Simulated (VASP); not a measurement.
Computed with optB86b-vdW, VASP's PBE PAW potentials (set 64) (plane waves; VASP).

The input files of a VASP run:

File KPOINTS:
```
K-points
0
Gamma
  11 11 4
0 0 0
```

INCAR:
```
! general
SYSTEM  =C
PREC    =Accurate
ENCUT   =520
LREAL   =.FALSE.
LASPH   =.TRUE.

! electronic loop
EDIFF   =1E-7
NELM    =100   ! most electronic steps
ALGO    =Normal

! smearing
ISMEAR  =-5

! functional
GGA     =MK
LUSE_VDW=.TRUE.
AGGAC   =0.0
PARAM1  =0.1234
PARAM2  =1.0

! ions
ISIF    =2   ! forces and stress, cell fixed

! output
LWAVE   =.FALSE.
LCHARG  =.TRUE.
LORBIT  =11   ! lm-projected
NEDOS   =601   ! DOS grid

! other
LEFG    =.TRUE.
```

File POSCAR:
```
C
2.4677520
  0.5000001764  -0.8660255076   0.0000000000
  0.5000001764   0.8660255076   0.0000000000
  0.0000000000   0.0000000000   2.6686130157
C
4
Cartesian
  0.0000000000   0.0000000000   0.6671532539
  0.0000000000   0.0000000000   2.0014597618
  0.5000001764   0.2886757465   0.6671532539
  0.5000001764  -0.2886757465   2.0014597618
```

POTCAR, in this order: C (PBE.64 set). Program: vasp_std.

Output of the run:

### OUTCAR
```
 ion  position               nearest neighbor table
   1  0.000  0.000  0.250-   3 1.42   3 1.42   3 1.42
   2  0.000  0.000  0.750-   4 1.42   4 1.42   4 1.42
   3  0.333  0.667  0.250-   1 1.42   1 1.42   1 1.42
   4  0.667  0.333  0.750-   2 1.42   2 1.42   2 1.42
  LATTYP: Found a hexagonal cell.
 ALAT       =     2.4677524395
 C/A-ratio  =     2.6686125404
 Subroutine PRICEL returns:
 Original cell was already a primitive cell.
 Subroutine GETGRP returns: Found 24 space group operations
The static configuration has the point symmetry D_3d.
 The point group associated with its full space group is D_6h.
The dynamic configuration has the point symmetry D_3d.
 Subroutine INISYM returns: Found 24 space group operations
 Subroutine IBZKPT returns following result:
 Found     48 irreducible k-points:

 Following reciprocal coordinates:
            Coordinates               Weight
  0.000000  0.000000  0.000000      1.000000
  0.090909  0.000000  0.000000      6.000000
  0.181818  0.000000  0.000000      6.000000
  0.272727  0.000000  0.000000      6.000000
  0.363636 -0.000000  0.000000      6.000000
  0.454545  0.000000  0.000000      6.000000
  0.090909  0.090909  0.000000      6.000000
  0.181818  0.090909  0.000000     12.000000
  0.272727  0.090909  0.000000     12.000000
  0.363636  0.090909  0.000000     12.000000
  0.454545  0.090909  0.000000      6.000000
  0.181818  0.181818  0.000000      6.000000
  0.272727  0.181818  0.000000     12.000000
  0.363636  0.181818  0.000000     12.000000
  0.272727  0.272727  0.000000      6.000000
  0.363636  0.272727  0.000000      6.000000
  0.000000  0.000000  0.250000      2.000000
  0.090909  0.000000  0.250000     12.000000
  0.181818  0.000000  0.250000     12.000000
  0.272727  0.000000  0.250000     12.000000
...
```

File OSZICAR:
```
       N       E                     dE             d eps       ncg     rms          rms(c)
DAV:   1     0.519299190615E+02    0.51930E+02   -0.84166E+03  1152   0.124E+03
DAV:   2    -0.310830476729E+02   -0.83013E+02   -0.76988E+02  1660   0.227E+02
DAV:   3    -0.347725927909E+02   -0.36895E+01   -0.36574E+01  1464   0.479E+01
DAV:   4    -0.348172085457E+02   -0.44616E-01   -0.44539E-01  1440   0.608E+00
DAV:   5    -0.348182086649E+02   -0.10001E-02   -0.99905E-03  1412   0.841E-01    0.896E+00
DAV:   6    -0.330866544533E+02    0.17316E+01   -0.17868E+00  1368   0.913E+00    0.522E+00
DAV:   7    -0.325446229593E+02    0.54203E+00   -0.19839E+00  1348   0.978E+00    0.132E+00
DAV:   8    -0.325501310381E+02   -0.55081E-02   -0.63691E-02  1316   0.173E+00    0.121E-01
DAV:   9    -0.325498417087E+02    0.28933E-03   -0.16263E-03  1444   0.323E-01    0.614E-02
DAV:  10    -0.325499525080E+02   -0.11080E-03   -0.19247E-04  1428   0.125E-01    0.395E-02
DAV:  11    -0.325499495134E+02    0.29946E-05   -0.47696E-06  1472   0.191E-02    0.337E-03
DAV:  12    -0.325499494223E+02    0.91081E-07   -0.21954E-07  1380   0.459E-03
   1 F= -.32549949E+02 E0= -.32549949E+02  d E =0.000000E+00
```

OUTCAR:
```
------------------------ aborting loop because EDIFF is reached ----------------------------------------
  FORCE on cell =-STRESS in cart. coord.  units (eV):
  Direction    XX          YY          ZZ          XY          YZ          ZX
  --------------------------------------------------------------------------------------
  Total       -0.0352328     -0.0352328      0.0275141      0.0000000     -0.0000000      0.0000000
  in kB       -1.6253115     -1.6253107      1.2692446      0.0000000     -0.0000000      0.0000000
  external PRESSURE =      -0.6604592 kB  Pullay stress =       0.0000000 kB
  volume of cell :       34.73
      direct lattice vectors                 reciprocal lattice vectors
     1.233876435 -2.137136178  0.000000000     0.405226963 -0.233957950  0.000000000
     1.233876435  2.137136178  0.000000000     0.405226963  0.233957950  0.000000000
     0.000000000  0.000000000  6.585475107     0.000000000  0.000000000  0.151849333
 POSITION                                       TOTAL-FORCE (eV/Angst)
 -----------------------------------------------------------------------------------
      0.00000      0.00000      1.64637         0.000000      0.000000      0.000000
      0.00000      0.00000      4.93911        -0.000000      0.000000      0.000000
      1.23388      0.71238      1.64637         0.000000      0.000000      0.000000
      1.23388     -0.71238      4.93911         0.000000     -0.000000     -0.000000
 -----------------------------------------------------------------------------------
    total drift:                                0.000000     -0.000000      0.000000
  FREE ENERGIE OF THE ION-ELECTRON SYSTEM (eV)
  ---------------------------------------------------
  free  energy   TOTEN  =       -32.5499494223 eV

  energy  without entropy=      -32.5499494223  energy(sigma->0) =      -32.54994942

 total charge

# of ion       s       p       d       tot
------------------------------------------
    1        0.861   1.782   0.000   2.643
    2        0.861   1.782   0.000   2.643
    3        0.860   1.787   0.000   2.647
    4        0.860   1.787   0.000   2.647
--------------------------------------------------
tot          3.441   7.138   0.000  10.579

 Electric field gradients after diagonalization (V/A^2)
 (convention: |V_zz| > |V_xx| > |V_yy|)
----------------------------------------------------------------------
 ion       V_xx      V_yy      V_zz     asymmetry (V_yy - V_xx)/ V_zz
----------------------------------------------------------------------
   1     -16.549   -16.547    33.095       0.000
   2     -16.549   -16.547    33.095       0.000
   3     -15.375   -15.374    30.748       0.000
   4     -15.375   -15.374    30.748       0.000
```
(Selected blocks of OUTCAR.)

The compound is C in the graphite structure. It was relaxed first.
